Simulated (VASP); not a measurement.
These are r2SCAN meta-GGA, VASP's PBE PAW potentials (set 64) (plane waves; VASP) values and carry that method's errors.

Input for VASP

**INCAR**
```
LCHARG  =  .FALSE.
ISMEAR  =  1   # Methfessel-Paxton
SIGMA  =  0.1   # width (eV)
SYSTEM  =  RhSe
NELM  =  100
LASPH  =  .TRUE.   # aspherical one-centre terms
LREAL  =  .FALSE.   # projection in real space or not
LWAVE  =  .FALSE.
METAGGA  =  R2SCAN
ISIF  =  3
LMAXMIX  =  4   # l cut-off of mixed one-centre charges
EDIFFG  =  -0.01   # ionic stop
ENCUT  =  400   # plane-wave cut-off (eV)
NSW  =  60   # most ionic steps
ALGO  =  Normal
LMIXTAU  =  .TRUE.
PREC  =  Accurate
EDIFF  =  1E-6
IBRION  =  2   # conjugate gradients
```

### POSCAR
```
RhSe
1.0
  0.0000000000   2.8296000000   2.8296000000
  2.8296000000   0.0000000000   2.8296000000
  2.8296000000   2.8296000000   0.0000000000
Rh Se
1 1
direct
  0.0000000000   0.0000000000   0.0000000000
  0.5000000000   0.5000000000   0.5000000000
```

File KPOINTS:
```
Automatic mesh
0
gamma
  10 10 10
0 0 0
```

POTCAR, in this order: Rh_pv Se (PBE.64 set). Program: vasp_std.

### Question
What will the output report for the number of irreducible k-points (NKPTS), number of bands (NBANDS), largest plane-wave count, number of space-group operations, FFT grid (NGX, NGY, NGZ)?

### Answer

| Item | Result |
|---|---|
| number of irreducible k-points (NKPTS) | 47 |
| number of bands (NBANDS) | 14 |
| largest plane-wave count | 869 |
| number of space-group operations | 48 |
| FFT grid (NGX, NGY, NGZ) | 28 × 28 × 28 |

The structure was generated: RhSe was put into the rock salt type (Fm-3m), which need not be its known phase. This run relaxes it. Symmetry was kept, so distortions that lower it aren't found. The electron count is odd and the run is not spin-polarised, which forces a metal.
